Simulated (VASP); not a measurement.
Output of a VASP run:

### OSZICAR
```
       N       E                     dE             d eps       ncg     rms          rms(c)
DAV:   1     0.270166201232E+03    0.27017E+03   -0.17487E+04  2472   0.214E+03
DAV:   2     0.647696191849E+01   -0.26369E+03   -0.25328E+03  2686   0.413E+02
DAV:   3    -0.206173531690E+02   -0.27094E+02   -0.26915E+02  2860   0.145E+02
DAV:   4    -0.210992195857E+02   -0.48187E+00   -0.48127E+00  2734   0.206E+01
DAV:   5    -0.211030010772E+02   -0.37815E-02   -0.37796E-02  2812   0.173E+00    0.143E+01
RMM:   6    -0.178642072591E+02    0.32388E+01   -0.12174E+01  2464   0.220E+01    0.106E+01
RMM:   7    -0.178965262679E+02   -0.32319E-01   -0.16195E+00  2464   0.120E+01    0.416E+00
RMM:   8    -0.178696070604E+02    0.26919E-01   -0.22643E-01  2464   0.377E+00    0.257E+00
RMM:   9    -0.178701858465E+02   -0.57879E-03   -0.78769E-02  2464   0.304E+00    0.347E-01
RMM:  10    -0.178689102543E+02    0.12756E-02   -0.30733E-02  2483   0.972E-01    0.130E-01
RMM:  11    -0.178695099806E+02   -0.59973E-03   -0.59962E-03  2466   0.753E-01    0.108E-01
RMM:  12    -0.178694809781E+02    0.29002E-04   -0.20145E-03  2502   0.326E-01    0.476E-02
RMM:  13    -0.178695156155E+02   -0.34637E-04   -0.49137E-04  2204   0.107E-01    0.450E-02
RMM:  14    -0.178695174409E+02   -0.18254E-05   -0.68255E-05  1648   0.463E-02
   1 F= -.17869517E+02 E0= -.17869517E+02  d E =-.178695E+02
       N       E                     dE             d eps       ncg     rms          rms(c)
DAV:   1    -0.178697238237E+02   -0.20821E-03   -0.28956E-01  2812   0.429E+00    0.106E-01
RMM:   2    -0.178703067068E+02   -0.58288E-03   -0.60744E-03  2464   0.707E-01    0.665E-02
RMM:   3    -0.178703491792E+02   -0.42472E-04   -0.65872E-04  2453   0.237E-01    0.303E-02
RMM:   4    -0.178703507828E+02   -0.16036E-05   -0.73832E-05  2091   0.835E-02
   2 F= -.17870351E+02 E0= -.17870351E+02  d E =-.833342E-03
       N       E                     dE             d eps       ncg     rms          rms(c)
DAV:   1    -0.178700640285E+02    0.28515E-03   -0.23813E-01  2464   0.389E+00    0.985E-02
RMM:   2    -0.178705568553E+02   -0.49283E-03   -0.51228E-03  2464   0.645E-01    0.632E-02
RMM:   3    -0.178705947195E+02   -0.37864E-04   -0.57350E-04  2445   0.219E-01    0.279E-02
RMM:   4    -0.178705975910E+02   -0.28714E-05   -0.73766E-05  2073   0.814E-02
   3 F= -.17870598E+02 E0= -.17870598E+02  d E =-.108015E-02
```

**OUTCAR**
```
------------------------ aborting loop because EDIFF is reached ----------------------------------------
  FORCE on cell =-STRESS in cart. coord.  units (eV):
  Direction    XX          YY          ZZ          XY          YZ          ZX
  --------------------------------------------------------------------------------------
  Total       -0.3704910     -0.3704911     -0.3241332      0.0000000     -0.0000000      0.0000000
  in kB      -11.9634087    -11.9634125    -10.4664836      0.0000000     -0.0000000      0.0000000
  external PRESSURE =     -11.4644349 kB  Pullay stress =       0.0000000 kB
  volume of cell :       49.62
      direct lattice vectors                 reciprocal lattice vectors
     3.287639002  0.000000000  0.000000000     0.304169649  0.175612401  0.000000000
    -1.643819501  2.847179346  0.000000000     0.000000000  0.351224801  0.000000000
     0.000000000  0.000000000  5.300713562     0.000000000  0.000000000  0.188653846
  FREE ENERGIE OF THE ION-ELECTRON SYSTEM (eV)
  ---------------------------------------------------
  free  energy   TOTEN  =       -17.8705975910 eV

  energy  without entropy=      -17.8705975910  energy(sigma->0) =      -17.87059759

 reached required accuracy - stopping structural energy minimisation
```
(Selected blocks of OUTCAR.)

File POSCAR:
```
ZnO
1
    3.2876390015     0.0000000000     0.0000000000
   -1.6438195008     2.8471793465     0.0000000000
    0.0000000000     0.0000000000     5.3007135617
Zn O
2 2
Direct
  0.3333330000   0.6666670000   0.0000000000
  0.6666670000   0.3333330000   0.5000000000
  0.3333330000   0.6666670000   0.3820000000
  0.6666670000   0.3333330000   0.8820000000
```

Problem. Write an INCAR and KPOINTS that could have produced this output.

Solution. One answer among several that fit: the input of the run itself, PBE GGA, plane waves, VASP's PBE PAW potentials (set 64).

### KPOINTS
```
Automatic mesh
0
G
 10 10 6
0 0 0
```

### INCAR
```
ISMEAR = 0   # Gaussian
EDIFF = 1E-5   # SCF stop (eV)
LMAXMIX = 4   # l cut-off of mixed one-centre charges
LASPH = .TRUE.
ENCUT = 450   # plane-wave cut-off (eV)
LWAVE = .FALSE.
LCHARG = .FALSE.
NSW = 20
ALGO = Fast
IBRION = 2
ISIF = 2   # forces and stress, cell fixed
EDIFFG = -0.03   # ionic stop
LREAL = .FALSE.
GGA = PE   # PBE
PREC = Normal
NELM = 100   # most electronic steps
NELMIN = 4
SYSTEM = ZnO
SIGMA = 0.05   # width (eV)
```

POTCAR, in this order: Zn O (PBE.64 set). Program: vasp_std.

At this cut-off the stress carries a Pulay error, which pulls relaxed volumes low.

The compound is ZnO in the wurtzite structure. This run relaxes the ions in a fixed cell. Symmetry was kept, so distortions that lower it aren't found.
